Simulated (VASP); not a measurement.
```xyz
2
Lattice="0.0000 2.0881 2.0881 2.0881 0.0000 2.0881 2.0881 2.0881 0.0000" Properties=species:S:1:pos:R:3 pbc="T T T"
Ti     0.0000     0.0000     0.0000
N      2.0881     2.0881     2.0881
```

All values below come from LDA (Ceperley-Alder, Perdew-Zunger), VASP's LDA PAW potentials (set 64) (plane waves; VASP 6.6.1). Numerical set-up: 520 eV cut-off, Gaussian smearing of 0.050 eV, potentials Ti_sv N.

Q: Give the energies of bands 6 to 11 at the high-symmetry points, in eV from the Fermi level.

A: 
| band | Γ | X | U | L | W |
|---|---|---|---|---|---|
| 6 | -2.06 | -5.87 | -5.99 | -8.35 | -5.58 |
| 7 | -2.06 | -3.31 | -5.80 | -5.72 | -5.58 |
| 8 | -2.06 | -3.25 | -4.60 | -5.72 | -5.55 |
| 9 | -0.69 | -3.25 | -0.50 | 1.81 | 0.98 |
| 10 | -0.69 | 1.75 | 2.13 | 1.81 | 0.98 |
| 11 | -0.69 | 2.58 | 2.49 | 2.55 | 2.58 |

It has no gap at this level: it comes out as a metal or semimetal.

The compound is TiN in the rock salt structure. It was relaxed first. The electron count is odd and the run is not spin-polarised, which forces a metal.
